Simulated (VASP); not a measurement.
Calculation: revTPSS meta-GGA, VASP's PBE PAW potentials (set 64) (plane waves; VASP).

VASP ran on this input.

INCAR:
```
! general
SYSTEM =RuAl
PREC   =Accurate
ENCUT  =520   ! plane-wave cut-off (eV)
LREAL  =.FALSE.   ! projection in real space or not
LASPH  =.TRUE.   ! aspherical one-centre terms

! electronic loop
EDIFF  =1E-7   ! SCF stop (eV)
NELM   =100   ! most electronic steps
ALGO   =Normal   ! blocked Davidson
LMAXMIX=4
LMIXTAU=.TRUE.

! smearing
ISMEAR =1   ! Methfessel-Paxton
SIGMA  =0.1   ! width (eV)

! functional
METAGGA=RTPSS

! ions
ISIF   =2

! output
LWAVE  =.FALSE.
LCHARG =.FALSE.
```

**KPOINTS**
```
Automatic mesh
0
Gamma
12 12 12
0 0 0
```

**POSCAR**
```
RuAl
1
    2.9819861761     0.0000000000     0.0000000000
    0.0000000000     2.9819861761     0.0000000000
    0.0000000000     0.0000000000     2.9819861761
Al Ru
1 1
Direct
  0.5000000000   0.5000000000   0.5000000000
  0.0000000000   0.0000000000   0.0000000000
```

POTCAR, in this order: Al Ru_pv (PBE.64 set). Program: vasp_std.

Output

File OUTCAR:
```
 ion  position               nearest neighbor table
   1  0.500  0.500  0.500-   2 2.58   2 2.58   2 2.58   2 2.58   2 2.58   2 2.58   2 2.58   2 2.58
  LATTYP: Found a simple cubic cell.
 ALAT       =     2.9819861761
 Subroutine PRICEL returns:
 Original cell was already a primitive cell.
 Subroutine GETGRP returns: Found 48 space group operations
The static configuration has the point symmetry O_h .
The dynamic configuration has the point symmetry O_h .
 Subroutine INISYM returns: Found 48 space group operations
 Subroutine IBZKPT returns following result:
 Found     84 irreducible k-points:

 Following reciprocal coordinates:
            Coordinates               Weight
  0.000000  0.000000  0.000000      1.000000
  0.083333  0.000000  0.000000      6.000000
  0.166667  0.000000  0.000000      6.000000
  0.250000  0.000000  0.000000      6.000000
  0.333333  0.000000  0.000000      6.000000
  0.416667  0.000000  0.000000      6.000000
  0.500000  0.000000  0.000000      3.000000
  0.083333  0.083333  0.000000     12.000000
  0.166667  0.083333  0.000000     24.000000
  0.250000  0.083333  0.000000     24.000000
  0.333333  0.083333  0.000000     24.000000
  0.416667  0.083333  0.000000     24.000000
  0.500000  0.083333  0.000000     12.000000
  0.166667  0.166667  0.000000     12.000000
  0.250000  0.166667  0.000000     24.000000
  0.333333  0.166667  0.000000     24.000000
  0.416667  0.166667  0.000000     24.000000
  0.500000  0.166667  0.000000     12.000000
  0.250000  0.250000  0.000000     12.000000
  0.333333  0.250000  0.000000     24.000000
  0.416667  0.250000  0.000000     24.000000
  0.500000  0.250000  0.000000     12.000000
  0.333333  0.333333  0.000000     12.000000
  0.416667  0.333333  0.000000     24.000000
  0.500000  0.333333  0.000000     12.000000
...
```

**OSZICAR**
```
       N       E                     dE             d eps       ncg     rms          rms(c)
DAV:   1     0.255757413426E+03    0.25576E+03   -0.15192E+04  2324   0.273E+03
DAV:   2     0.486115897670E+02   -0.20715E+03   -0.19908E+03  2464   0.631E+02
DAV:   3     0.393245872981E+02   -0.92870E+01   -0.88906E+01  3260   0.178E+02
DAV:   4     0.391233233017E+02   -0.20126E+00   -0.19964E+00  3288   0.261E+01
DAV:   5     0.391158049826E+02   -0.75183E-02   -0.75138E-02  3372   0.452E+00    0.940E+00
DAV:   6    -0.512520385251E+01   -0.44241E+02   -0.11371E+02  2056   0.107E+02    0.188E+01
DAV:   7    -0.379102697191E+01    0.13342E+01   -0.33104E+00  2336   0.219E+01    0.126E+01
DAV:   8    -0.248282471148E+01    0.13082E+01   -0.34660E+00  2148   0.204E+01    0.326E+00
DAV:   9    -0.249585975792E+01   -0.13035E-01   -0.38790E-01  2280   0.801E+00    0.873E-01
DAV:  10    -0.246032377569E+01    0.35536E-01   -0.96713E-02  2024   0.441E+00    0.719E-01
DAV:  11    -0.250906037701E+01   -0.48737E-01   -0.10267E-01  2052   0.425E+00    0.656E-01
DAV:  12    -0.250674256982E+01    0.23178E-02   -0.22248E-03  2344   0.706E-01    0.597E-01
DAV:  13    -0.250588966430E+01    0.85291E-03   -0.13534E-02  2136   0.142E+00    0.181E-01
DAV:  14    -0.250566923105E+01    0.22043E-03   -0.16835E-04  2356   0.152E-01    0.199E-01
DAV:  15    -0.250595838979E+01   -0.28916E-03   -0.31284E-05  2180   0.799E-02    0.201E-01
DAV:  16    -0.250604079036E+01   -0.82401E-04   -0.59523E-05  2028   0.105E-01    0.162E-01
DAV:  17    -0.250607840316E+01   -0.37613E-04   -0.11022E-05  2064   0.480E-02    0.128E-01
DAV:  18    -0.250607414164E+01    0.42615E-05   -0.85883E-07  2140   0.129E-02    0.890E-02
DAV:  19    -0.250607774426E+01   -0.36026E-05   -0.54039E-06  2164   0.267E-02    0.216E-02
DAV:  20    -0.250608030431E+01   -0.25600E-05   -0.14634E-06  2040   0.125E-02    0.276E-03
DAV:  21    -0.250608021430E+01    0.90011E-07   -0.74201E-08  1060   0.329E-03
   1 F= -.25060802E+01 E0= -.25059882E+01  d E =-.276162E-03
```

### OUTCAR
```
------------------------ aborting loop because EDIFF is reached ----------------------------------------
  FORCE on cell =-STRESS in cart. coord.  units (eV):
  Direction    XX          YY          ZZ          XY          YZ          ZX
  --------------------------------------------------------------------------------------
  Total       -0.0361949     -0.0361949     -0.0361949      0.0000000      0.0000000     -0.0000000
  in kB       -2.1869594     -2.1869594     -2.1869594      0.0000000      0.0000000     -0.0000000
  external PRESSURE =      -2.1869594 kB  Pullay stress =       0.0000000 kB
  volume of cell :       26.52
      direct lattice vectors                 reciprocal lattice vectors
     2.981986176  0.000000000  0.000000000     0.335346960  0.000000000  0.000000000
     0.000000000  2.981986176  0.000000000     0.000000000  0.335346960  0.000000000
     0.000000000  0.000000000  2.981986176     0.000000000  0.000000000  0.335346960
 POSITION                                       TOTAL-FORCE (eV/Angst)
 -----------------------------------------------------------------------------------
      1.49099      1.49099      1.49099         0.000000      0.000000      0.000000
      0.00000      0.00000      0.00000         0.000000      0.000000      0.000000
 -----------------------------------------------------------------------------------
    total drift:                               -0.000000      0.000000      0.000000
  FREE ENERGIE OF THE ION-ELECTRON SYSTEM (eV)
  ---------------------------------------------------
  free  energy   TOTEN  =        -2.5060802143 eV

  energy  without entropy=       -2.5058040524  energy(sigma->0) =       -2.50598816
```
(Selected blocks of OUTCAR.)

The compound is RuAl in the CsCl type structure. It was relaxed first. The electron count is odd and the run is not spin-polarised, which forces a metal.
